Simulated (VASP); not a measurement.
Consider the following.

```
Hg2MnTe3
1.0
    4.55961     0.00000     0.00000
   -2.27981     3.94874     0.00000
    0.00000     0.00000    10.98394
Mn Hg Te
1 2 3
Direct
  0.33333   0.66667   0.66151
  0.00000   0.00000   0.99578
  0.66667   0.33333   0.33977
  0.00000   0.00000   0.25086
  0.66667   0.33333   0.59757
  0.33333   0.66667   0.90449
```

Level of theory: PBEsol GGA with spin-orbit coupling, VASP's PBE PAW potentials (set 64) (plane waves; VASP). Settings: 400 eV cut-off, 7×7×3 Γ-centred mesh, Gaussian smearing of 0.050 eV, potentials Mn_pv Hg Te.

The run has a spin-polarised start.

**Question.** The job: MnHg$_{2}$Te$_{3}$ (space group P3m1), 6 atoms, PBEsol+SOC, static run, 400 eV, 7×7×3 Γ-centred mesh. Roughly how much core time does it take on a busy server core?

**Answer.** About 20 core-minutes (one run on a shared machine, a rough figure). It had 51 irreducible k-points, 70 bands, up to 7242 plane waves and 25 electronic steps.

The structure comes from a computed database's MnHg2Te3 entry (P3m1); how it stands against other phases isn't given here. It was relaxed first.
